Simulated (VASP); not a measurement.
**RbNaF2: single point with r2SCAN**

The system is RbNaF2.

```
Na Rb F
1.0
     1.85955    1.07361    5.87242
    -1.85955    1.07361    5.87242
     0.00000   -2.14722    5.87242
Na Rb F
1 1 2
Direct
  0.00000 0.00000 0.00000
  0.50000 0.50000 0.50000
  0.26530 0.26530 0.26530
  0.73470 0.73470 0.73470
```

The cell was built by a generator and needn't be a form met in nature.

The cell isn't the ideal one: epitaxial_xy strain +4.1%.

* Program: VASP 6.6.1
* Task: single point
* Functional: r2SCAN
* Potentials or basis: VASP PAW PBE potentials, release 64 (Na_pv, Rb_sv, F)
* Cutoff: 520 eV
* k mesh: 8 × 8 × 8
* Occupations: gaussian, width 0.01 eV
* Spin: no spin polarisation
* Dipole correction: no
* Further INCAR settings: ALGO = Normal; EDIFF = 1e-06; NBANDS = 23

The pressure is -1.6 GPa. The largest force is 0.025 eV/Å. The band gap on the k mesh is 6.34 eV, direct.

Forces in eV/Å, atoms in the order of the input:
```
Na   0.000  0.000  0.000
Rb   0.000  0.000  0.000
F    0.000  0.000  0.025
F    0.000  0.000 -0.025
```

Stress tensor (GPa, compression positive):
```
-2.33  0.00  0.00
 0.00 -2.33  0.00
 0.00  0.00 -0.10
```

Levels at points of the mesh, in eV from the valence-band top:
| k point | band 12 | band 13 | band 14 | band 15 | band 16 | band 17 | band 18 | band 19 |
| --- | --- | --- | --- | --- | --- | --- | --- | --- |
| (0.00, 0.00, 0.00) | -0.52 | -0.18 | -0.18 | 0.00 | 6.34 | 9.10 | 10.92 | 11.38 |
| (0.50, 0.00, 0.00) | -0.62 | -0.50 | -0.19 | -0.03 | 8.18 | 10.20 | 10.96 | 11.77 |
| (0.50, 0.50, 0.00) | -0.42 | -0.40 | -0.39 | -0.15 | 8.05 | 10.74 | 11.26 | 11.54 |
| (0.50, 0.50, 0.50) | -0.36 | -0.36 | -0.33 | -0.33 | 7.52 | 8.44 | 9.85 | 11.45 |

Wall time 13 min on 1 thread of AMD EPYC 9R45 (Zen 5), on a shared host, peak memory 0.38 GiB.

Caveat: the PAW data sets were made with another functional, which shifts forces and pressure a little. A k mesh can miss the band edges.
